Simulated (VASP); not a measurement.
Given:

```
Al2Pt
1.0
    0.00000     2.91564     2.91564
    2.91564     0.00000     2.91564
    2.91564     2.91564     0.00000
Al Pt
2 1
Direct
  0.25000   0.25000   0.25000
  0.75000   0.75000   0.75000
  0.00000   0.00000   0.00000
```

All values below come from r2SCAN+rVV10, VASP's PBE PAW potentials (set 64) (plane waves; VASP). Run with 520 eV cut-off, 9×9×9 Γ-centred mesh, first-order Methfessel-Paxton smearing of 0.10 eV, potentials Al Pt.

Unless said otherwise, spin-orbit coupling is left out, though it shifts the bands of the heavy elements here.

Problem. Estimate the energy per atom (σ→0), pressure, band gap (on the k-mesh) with the smallest direct gap where there is one.

Solution. 
```yaml
band gap (on the k-mesh): none (metal, semimetal or under 0.01 eV)
energy per atom (σ→0): -22.510 eV/atom
pressure: 4.76 GPa
```

Only differences to runs with the same potentials and settings are physical.

The compound is PtAl2 in the fluorite structure. This cell is one point of a volume scan, at 0.97 of the reference volume.
